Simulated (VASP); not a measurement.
Crystal: Cu.

```xyz
1
Lattice="0.0000 1.8150 1.8150 1.8150 0.0000 1.8150 1.8150 1.8150 0.0000" Properties=species:S:1:pos:R:3 pbc="T T T"
Cu    0.0000    0.0000    0.0000
```

The cell was built by a generator and needn't be a form met in nature.

```yaml
Program: VASP 6.6.1
Task: relaxation of cell and atoms
Functional: LDA
Potentials_or_basis: VASP PAW LDA potentials, release 64 (Cu)
Cutoff: 600 eV
k_mesh: 32 × 32 × 32
Occupations: methfessel-paxton, width 0.2 eV
Spin: no spin polarisation
```

At the start: pressure -13.2 GPa; volume 11.96 Å³/atom.

Question: Where does the relaxation end?

Answer: Over 3 steps the energy falls by 46.2 meV/atom and the volume is 10.94 Å³/atom (-8.5 %); space group Fm-3m (No. 225, to 0.05 Å).

The path:
```csv
step,energy change (eV),largest force (eV/Å),pressure (GPa),volume (Å³)
1,0.0000,0.0000,-13.19,11.96
2,-0.0249,0.0000,12.03,10.33
3,-0.0462,0.0000,-0.07,10.94
```

Final structure:
```xyz
1
Lattice="0.0000 1.7619 1.7619 1.7619 0.0000 1.7619 1.7619 1.7619 0.0000" Properties=species:S:1:pos:R:3 pbc="T T T"
Cu    0.0000    0.0000    0.0000
```
